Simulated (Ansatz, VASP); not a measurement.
# Al2O3 (Corundum): VASP beside Ansatz

One calculation is typed for both programs; each brings its own data sets and cutoff. How far apart do they land? The cell is taken from a series of VASP runs on this material, whose earlier steps may have relaxed, scaled or displaced it; both programs get it as it stands.

Program: Ansatz 0.2.0. Level of theory: plane waves, with VASP 6.6.1 beside it; relaxation of cell and atoms at LDA. Results are calculated unless marked as measured.

## Step 1: Starting point

The structure is trigonal, space group R-3c (No. 167). Conventional cell: a = 4.734 Å, b = 4.734 Å, c = 12.903 Å, α = 90.00°, β = 90.00°, γ = 120.00°. Al has 6 O at 1.85 to 1.96 Å nearest. Nearest to O lie 4 Al at 1.85 to 1.96 Å. Farther neighbours and most contacts between anions are not listed.

## Step 2: Ansatz: relaxation of cell and atoms, LDA

Ansatz runs on its default PAW (the set named soft_2) files.

The relaxed volume is the usual yardstick between codes: its relative difference is about their pressure difference at one cell divided by the bulk modulus.

Contents of input.yaml:

```yaml
crystal:
  lattice:
    - [2.3670620061, 1.3666238864, 4.3008486417]
    - [-2.3670620061, 1.3666238864, 4.3008486417]
    - [0.0, -2.7332477729, 4.3008486417]
  atoms:
    - { symbol: Al, position: [0.8519681835, 0.8519681835, 0.8519681835] }
    - { symbol: Al, position: [0.6480318165, 0.6480318165, 0.6480318165] }
    - { symbol: Al, position: [0.1480318165, 0.1480318165, 0.1480318165] }
    - { symbol: Al, position: [0.3519681835, 0.3519681835, 0.3519681835] }
    - { symbol: O, position: [0.0557658886, 0.75, 0.4442341114] }
    - { symbol: O, position: [0.75, 0.4442341114, 0.0557658886] }
    - { symbol: O, position: [0.4442341114, 0.0557658886, 0.75] }
    - { symbol: O, position: [0.9442341114, 0.25, 0.5557658886] }
    - { symbol: O, position: [0.25, 0.5557658886, 0.9442341114] }
    - { symbol: O, position: [0.5557658886, 0.9442341114, 0.25] }
hamiltonian:
  xc: lda
  pseudopotentials: { kind: paw }
kpoints:
  mp_grid: { grid: [6, 6, 6] }
scf:
  occupations: { method: gaussian, width: 0.05 }
relax:
  f_tol: 0.01
  max_steps: 60
  cell: { stress_tol: 0.05 }
output:
  forces: true
  stress: true
  write_density: true
  write_potential: true
  elf: true
  volumetric_format: npy
```

Started as:

```
ansatz run input.yaml --threads 4 --pin off --max-ram 9216MiB --backend cpu --events-out ev --progress --plain --runs-dir out
```

Numbers of over 12 decimals in the logs are rounded to 6 here.

What it wrote:

```text
Engine: ansatz 0.2.0, x86_64-unknown-linux-gnu
Pseudopotentials: kind: paw
Pseudopotential: Al, paw, valence charge 3, recommended cutoff 420 eV (normal), Al.paw.azcp
Pseudopotential: O, paw, valence charge 6, recommended cutoff 420 eV (normal), O.paw.azcp
Functional definition: SPW92
  exchange = slater_x
  correlation = pw_c
Crystal: 10 atoms, lattice volume = 83.476 Å³
Basis set: ecut = 420 eV, 1593 PW (Γ)
Bands: 34, of which v1, the nominal top of the filled ones, is band 24 counted from 1 (23 counted from 0)
Symmetry: 12 space group operations
Space group: R-3c (ITA 167), of the structure as read, at distance tolerance 4.4e-5 Å
k-points: 32 of 216
Non-local potential: Al, projectors of the file, l = 0: 2, l = 1: 2, l = 2: 1
Non-local potential: O, projectors of the file, l = 0: 2, l = 1: 2, l = 2: 1
PAW form: soft (Blöchl's): semilocal exchange-correlation on the pseudo side does not see the compensation charge
PAW frozen core: Al, regenerated for the run's functional, and the local potential with it (the file was generated under x = pbe(κ = 0.804, μ = 0.219515), c = pbe(β = 0.066725))
PAW frozen core: O, regenerated for the run's functional, and the local potential with it (the file was generated under x = pbe(κ = 0.804, μ = 0.219515), c = pbe(β = 0.066725))
PAW one-centre angular grid: Al, 110 points (default); XC on 64 Gauss nodes
PAW one-centre angular grid: O, 110 points (default); XC on 64 Gauss nodes
Initial density: superposition of atomic densities (neutral atoms: chi_scale 0, normalization atom), corrected by the library's trained network
Initial wavefunctions: pseudopotential atomic-orbital guess
Functional: x = slater, c = lda
SCF iter   1: F=—  HF=-5399.923622 eV  |F-HF|=—  |Δ(HF+E_count)|=         —  Δρ=1.74e-2  dr2=2.15e-1  ethr=1.77e-3  ⟨swp⟩=7.9  Hψ=5868  notcnv=0  defer=14
preconditioner: auto → Resta (q_TF=auto, 2.488 Å⁻¹)  ε∞=3.6  [insulator: Δε(μ)=6.254 eV  Ē_g=17.422 eV  σ=0.050 eV  W_gap=1.00  n_scr=20 (ndim 8)  ℏωp=28.2 eV  f_vac=0.000  D(μ)=0.00/eV (n_scr^D=0)  ε∞_Penn≈3.6]
SCF iter   2: F=—  HF=-5399.858123 eV  |F-HF|=—  |Δ(HF+E_count)|=   6.55e-2  Δρ=3.98e-3  dr2=5.29e-3  ethr=4.48e-4  ⟨swp⟩=2.6  Hψ=2130  notcnv=0  defer=122
SCF iter   3: F=—  HF=-5399.856652 eV  |F-HF|=—  |Δ(HF+E_count)|=   1.47e-3  Δρ=1.96e-3  dr2=1.61e-3  ethr=1.10e-5  ⟨swp⟩=1.3  Hψ=1014  notcnv=0  defer=122
SCF iter   4: F=—  HF=-5399.856057 eV  |F-HF|=—  |Δ(HF+E_count)|=   5.95e-4  Δρ=1.28e-4  dr2=8.64e-6  ethr=3.35e-6  ⟨swp⟩=2.0  Hψ=1549  notcnv=0  defer=122
SCF iter   5: F=—  HF=-5399.856053 eV  |F-HF|=—  |Δ(HF+E_count)|=   4.20e-6  Δρ=1.79e-5  dr2=1.90e-7  ethr=1.80e-8  ⟨swp⟩=2.0  Hψ=1631  notcnv=0  defer=122
SCF iter   6: F=-5399.856053 eV  HF=-5399.856053 eV  |F-HF|=1.22e-9  |Δ(HF+E_count)|=   4.71e-9  Δρ=2.25e-6  dr2=4.38e-9  ethr=2.08e-10  ⟨swp⟩=7.3  Hψ=5642  notcnv=0
SCF 1 converged in 6 iterations: F = -5399.856053 eV  dr2 = 4.38e-9
  greatest PAW one-centre occupation: 0.854 electrons in one spin orbital (limit 2), on the O atom at site 7 (counted from 0), in its partial waves of l = 0
relax step   1: F+E_penalty+E_count = -5399.85605282 eV  Δ(F+E_penalty+E_count) = +0.000e0 eV  max|allowed force component| = 1.759e-2 eV/Å  Δτ_max = 0.0000 Å  P = -0.761 GPa  Ω = 83.476 Å³  (6 SCF iters, dr2 threshold 1.00e-7 eV, accepted)
[...]
relax step   2: F+E_penalty+E_count = -5399.85724465 eV  Δ(F+E_penalty+E_count) = -1.192e-3 eV  max|allowed force component| = 1.197e-2 eV/Å  Δτ_max = 0.0003 Å  P = -0.426 GPa  Ω = 83.372 Å³  energy of the carried Pulay correction = +7.870e-4 eV  (3 SCF iters, dr2 threshold 1.00e-6 eV, accepted)
[...]
relax step   3: F+E_penalty+E_count = -5399.85846138 eV  Δ(F+E_penalty+E_count) = -1.217e-3 eV  max|allowed force component| = 2.952e-3 eV/Å  Δτ_max = 0.0003 Å  P = +0.015 GPa  Ω = 83.236 Å³  energy of the carried Pulay correction = +1.807e-3 eV  (4 SCF iters, dr2 threshold 5.41e-7 eV, accepted)
[...]
relax step   4: F+E_penalty+E_count = -5399.85629515 eV  Δ(F+E_penalty+E_count) = +2.166e-3 eV  max|allowed force component| = 2.984e-3 eV/Å  Δτ_max = 0.0000 Å  P = -0.024 GPa  Ω = 83.236 Å³  stress off target by 3.88e-2 GPa  SCF on the basis re-selected at this cell (its energy is not comparable with the rows above)  (5 SCF iters)
basis re-selected at this cell: Δ(F+E_penalty+E_count) = +2.166e-3 eV, ΔP = -0.039 GPa vs the last step (what re-selecting the basis moved, of the pressure what is left beyond the Pulay correction that the steps carried, after the strain that the cell walked since its last selection, with what the two solves' SCF thresholds leave and, on support functions, any second-order correction that the steps lacked; it is no m [...]
SCF converged after 5 iterations
Free energy (F): -5399.856295 eV
Harris-Foulkes:  -5399.856295 eV  (|F-HF|=9.09e-13)
Internal energy: -5399.856295 eV  (E = F + TS)
E sigma→0 (E₀):  -5399.856295 eV
Fermi energy:    10.882805 eV
--- Per-component energies (eV) ---
  E_band       = 62.468862
  E_kinetic    = 1180.611375
  E_local      = -1959.394901  (includes V_loc(G=0)·N_el)
  E_nonlocal   = 339.394393
  E_hartree    = 718.936695
  E_xc         = -605.222912
  E_vxc        = -693.437243  (∫ρ·V_xc dr)
  E_paw        = -2661.149239  (= ΣΔE_a)
  E_vpaw       = -242.593644  (= ΣTr[D̂ρ^β])
  E_aug_tail   = 0.015531  (compensation charges beyond the density's cutoff)
  E_ewald      = -2413.851633
  E_core_change = 0.804395  (= ΣΔE_core)
  E_smearing   = -0.000000  (= −TS)
  E_closure    = -0.000000  (closes the sum)
  Σ components = -5399.856295   (vs F -5399.856295, Δ=0.00e0)
--- Forces (eV/Å), atoms counted from 1 ---
  atom   1  Al    -0.00000000    -0.00000000     0.00298450
  atom   2  Al    -0.00000000     0.00000000    -0.00298450
  atom   3  Al     0.00000000     0.00000000    -0.00298450
  atom   4  Al     0.00000000    -0.00000000     0.00298450
  atom   5  O      0.00116602     0.00201961     0.00000000
  atom   6  O      0.00116602    -0.00201961    -0.00000000
  atom   7  O     -0.00233204     0.00000000    -0.00000000
  atom   8  O     -0.00116602    -0.00201961    -0.00000000
  atom   9  O     -0.00116602     0.00201961     0.00000000
  atom  10  O      0.00233204    -0.00000000     0.00000000
  max |Σ_I F_I| component: 1.03e-17 eV/Å
--- Stress (GPa, compression-positive) ---
       -0.038832       0.000000       0.000000
        0.000000      -0.038832      -0.000000
        0.000000      -0.000000       0.006743
  P = ⅓ Tr σ = -0.0236 GPa (-0.236 kbar)
--- Band table (eV; the first three rows and the last of 32) ---
  k-point 0: bands = [... 20 lower, 7.1424, 7.6251, 7.6251, 7.6676, 14.0980, 16.7816, 18.4780, 19.2346, ... 6 higher]
  k-point 1: bands = [... 20 lower, 6.9457, 7.3095, 7.5820, 7.6132, 14.7130, 17.2898, 18.0489, 18.7793, ... 6 higher]
  k-point 2: bands = [... 20 lower, 6.7835, 7.0969, 7.4257, 7.4712, 15.9925, 17.5187, 17.7727, 18.2711, ... 6 higher]
  k-point 31: bands = [... 20 lower, 7.2717, 7.2717, 7.2717, 7.2717, 16.4348, 16.4348, 18.6979, 18.6979, ... 6 higher]
--- Relaxed structure (3 steps of the walk, 3 accepted, 1 SCFs on fresh bases) ---
  F+E_penalty+E_count = -5399.85629515 eV   max|allowed force component| = 2.984e-3 eV/Å   (the final SCF, on the basis selected at the relaxed cell)
  cell:  # Å, volume = 83.2360 Å³
    - [2.364703, 1.365262, 4.297019]
    - [-2.364703, 1.365262, 4.297019]
    - [0, -2.730524, 4.297019]
  atoms:
    - { symbol: Al, position: [0.852016, 0.852016, 0.852016] }
    - { symbol: Al, position: [0.647984, 0.647984, 0.647984] }
    - { symbol: Al, position: [0.147984, 0.147984, 0.147984] }
    - { symbol: Al, position: [0.352016, 0.352016, 0.352016] }
    - { symbol: O, position: [0.055840, 0.75, 0.444160] }
    - { symbol: O, position: [0.75, 0.444160, 0.055840] }
    - { symbol: O, position: [0.444160, 0.055840, 0.750000] }
    - { symbol: O, position: [0.944160, 0.250000, 0.555840] }
    - { symbol: O, position: [0.250000, 0.555840, 0.944160] }
    - { symbol: O, position: [0.555840, 0.944160, 0.25] }
```

Wall time 2.7 s (4 threads of Intel Xeon 6975P-C (Granite Rapids), shared host); peak memory 0.49 GiB.

## Step 3: VASP: relaxation of cell and atoms, LDA

The same cell, functional (in two slightly different forms), mesh and smearing now go to VASP, with its own data sets and cutoff.

Lines of VASP's logs that name or quote its potential files are left out, and so is its time.

Contents of INCAR:

```
SYSTEM = Al2O3
PREC = Accurate
ENCUT = 520
EDIFF = 1E-06
NELM = 100
ISMEAR = 0
SIGMA = 0.05
LREAL = .FALSE.
ALGO = Normal
GGA = CA
NBANDS = 34
LORBIT = 11
LWAVE = .FALSE.
LCHARG = .FALSE.
KPAR = 4
IBRION = 2
NSW = 60
ISIF = 3
EDIFFG = -0.01
```

Contents of POSCAR:

```
Al2O3
1.0
    2.3670620061      1.3666238864      4.3008486417
   -2.3670620061      1.3666238864      4.3008486417
    0.0000000000     -2.7332477729      4.3008486417
Al O
4 6
Direct
    0.8519681835      0.8519681835      0.8519681835
    0.6480318165      0.6480318165      0.6480318165
    0.1480318165      0.1480318165      0.1480318165
    0.3519681835      0.3519681835      0.3519681835
    0.0557658886      0.7500000000      0.4442341114
    0.7500000000      0.4442341114      0.0557658886
    0.4442341114      0.0557658886      0.7500000000
    0.9442341114      0.2500000000      0.5557658886
    0.2500000000      0.5557658886      0.9442341114
    0.5557658886      0.9442341114      0.2500000000
```

Contents of KPOINTS:

```
Automatic mesh
0
Gamma
6 6 6
0 0 0
```

The projector-augmented-wave data sets are Al and O (LDA family, release 64).

Started as:

```
mpirun -np 4 vasp_std
```

What it wrote:

```text
[banner, memory and clock lines left out]
running    4 mpi-ranks, on    1 nodes
 distrk:  each k-point on    1 cores,    4 groups
 distr:  one band on    1 cores,    1 groups

 POSCAR found type information on POSCAR AlO
 POSCAR found :  2 types and      10 ions
 LDA part: xc-table for (Slater(with rela. corr.)+CA(PZ))
 , standard interpolation
 POSCAR, INCAR and KPOINTS ok, starting setup
 FFT: planning ... GRIDC
 FFT: planning ... GRID_SOFT
 FFT: planning ... GRID
 WAVECAR not read
 entering main loop
       N       E                     dE             d eps       ncg     rms          rms(c)
DAV:   1     0.219011602034E+03    0.21901E+03   -0.25632E+04  2176   0.135E+03
DAV:   2    -0.792902799301E+02   -0.29830E+03   -0.28784E+03  2768   0.292E+02
DAV:   3    -0.914841158607E+02   -0.12194E+02   -0.12150E+02  2806   0.605E+01
DAV:   4    -0.915735632502E+02   -0.89447E-01   -0.89389E-01  2728   0.597E+00
DAV:   5    -0.915744251215E+02   -0.86187E-03   -0.86160E-03  2726   0.583E-01    0.177E+01
DAV:   6    -0.832966394639E+02    0.82778E+01   -0.30163E+01  2664   0.292E+01    0.633E+00
DAV:   7    -0.831908014273E+02    0.10584E+00   -0.88204E-01  2670   0.465E+00    0.320E+00
DAV:   8    -0.831115228922E+02    0.79279E-01   -0.76383E-02  2696   0.207E+00    0.741E-01
DAV:   9    -0.831045449277E+02    0.69780E-02   -0.13443E-02  2800   0.612E-01    0.269E-01
DAV:  10    -0.831046068318E+02   -0.61904E-04   -0.47020E-04  2562   0.136E-01    0.642E-02
DAV:  11    -0.831045884725E+02    0.18359E-04   -0.12899E-04  2672   0.667E-02    0.261E-02
DAV:  12    -0.831045886107E+02   -0.13820E-06   -0.38660E-06  2660   0.133E-02
   1 F= -.83104589E+02 E0= -.83104589E+02  d E =-.831046E+02
 curvature:   0.00 expect dE= 0.000E+00 dE for cont linesearch  0.000E+00
 trial: gam= 0.00000 g(F)=  0.796E-05 g(S)=  0.131E-04 ort = 0.000E+00 (trialstep = 0.100E+01)
 search vector abs. value=  0.211E-04
 reached required accuracy - stopping structural energy minimisation
```

(Part 1 of 2 ends here.)

[Lines on the potential files, build, host, timing and source positions are cut from VASP's logs without a mark.]

[Logs are printed without paths, hosts, clocks, repeated set-up lines and the standing remarks that a program may print on its own settings, such as how far it seeks lower states.]

[Hosts, paths, dates, database ids (printed as entryN), source tags and the programs' standing remarks are cut or masked in the printed files.]
